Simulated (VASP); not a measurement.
OSZICAR of a VASP run on Al3InSb4 (ordered alloy cell):

File OSZICAR:
```
       N       E                     dE             d eps       ncg     rms          rms(c)
DAV:   1     0.219135838829E+03    0.21914E+03   -0.13360E+04   832   0.110E+03
DAV:   2    -0.132991862243E+02   -0.23244E+03   -0.22856E+03   962   0.257E+02
DAV:   3    -0.340868032560E+02   -0.20788E+02   -0.20483E+02  1022   0.845E+01
DAV:   4    -0.346854817284E+02   -0.59868E+00   -0.59755E+00  1070   0.175E+01
DAV:   5    -0.347103931401E+02   -0.24911E-01   -0.24906E-01  1294   0.337E+00    0.711E+00
DAV:   6    -0.342923935622E+02    0.41800E+00   -0.60211E-01  1158   0.729E+00    0.438E+00
DAV:   7    -0.341710209176E+02    0.12137E+00   -0.45725E-01  1094   0.384E+00    0.931E-01
DAV:   8    -0.341677208776E+02    0.33000E-02   -0.39326E-02  1132   0.177E+00    0.553E-01
DAV:   9    -0.341688985377E+02   -0.11777E-02   -0.46920E-03   988   0.442E-01    0.872E-02
DAV:  10    -0.341689048764E+02   -0.63387E-05   -0.25727E-04  1284   0.139E-01    0.721E-02
DAV:  11    -0.341689696577E+02   -0.64781E-04   -0.83082E-05   984   0.482E-02    0.238E-02
DAV:  12    -0.341689743915E+02   -0.47338E-05   -0.11511E-05  1110   0.287E-02    0.118E-02
DAV:  13    -0.341689753446E+02   -0.95315E-06   -0.23044E-06   804   0.110E-02
   1 F= -.34168975E+02 E0= -.34168975E+02  d E =-.341690E+02
       N       E                     dE             d eps       ncg     rms          rms(c)
DAV:   1    -0.341696797890E+02   -0.70540E-03   -0.22092E-02  1016   0.821E-01    0.907E-02
DAV:   2    -0.341695153233E+02    0.16447E-03   -0.77084E-04  1082   0.223E-01    0.515E-02
DAV:   3    -0.341694146015E+02    0.10072E-03   -0.23055E-04  1206   0.122E-01    0.139E-02
DAV:   4    -0.341694131488E+02    0.14527E-05   -0.37258E-05  1154   0.381E-02    0.115E-02
DAV:   5    -0.341694128880E+02    0.26081E-06   -0.11445E-06   680   0.771E-03
   2 F= -.34169413E+02 E0= -.34169413E+02  d E =-.437543E-03
       N       E                     dE             d eps       ncg     rms          rms(c)
DAV:   1    -0.341695629093E+02   -0.14976E-03   -0.70942E-03  1034   0.463E-01    0.508E-02
DAV:   2    -0.341695075045E+02    0.55405E-04   -0.21761E-04  1106   0.117E-01    0.290E-02
DAV:   3    -0.341694747355E+02    0.32769E-04   -0.75729E-05  1220   0.711E-02    0.775E-03
DAV:   4    -0.341694744162E+02    0.31927E-06   -0.12614E-05  1104   0.223E-02    0.727E-03
DAV:   5    -0.341694743197E+02    0.96524E-07   -0.34385E-07   518   0.459E-03
   3 F= -.34169474E+02 E0= -.34169474E+02  d E =-.498975E-03
       N       E                     dE             d eps       ncg     rms          rms(c)
DAV:   1    -0.341696897851E+02   -0.21537E-03   -0.30518E-02   950   0.890E-01    0.874E-02
DAV:   2    -0.341696836162E+02    0.61689E-05   -0.11222E-03  1178   0.227E-01    0.423E-02
DAV:   3    -0.341696461147E+02    0.37501E-04   -0.79669E-05  1270   0.712E-02    0.220E-02
DAV:   4    -0.341696385656E+02    0.75492E-05   -0.13563E-05  1282   0.271E-02    0.880E-03
DAV:   5    -0.341696386572E+02   -0.91579E-07   -0.17101E-06   684   0.830E-03
   4 F= -.34169639E+02 E0= -.34169639E+02  d E =-.164337E-03
```

**Question.** Which electronic solver shows in the log?

**Answer.** It is blocked Davidson (ALGO = Normal, or the opening steps of other solvers). The INCAR had ALGO = Normal.

**Question.** Can the final energy be trusted as converged?

**Answer.** The calculation finished and met its thresholds. It stopped with EDIFF = 1E-6, NELM = 100, NSW = 60 and EDIFFG = -0.02 after 4 ionic steps (PBEsol GGA, plane waves, VASP's PBE PAW potentials (set 64)).

The structure was generated: Al3InSb4 was put into an ordered model structure (Amm2), which need not be its known phase. This run relaxes it. Symmetry was kept, so distortions that lower it aren't found. The start is the result of an earlier pass.
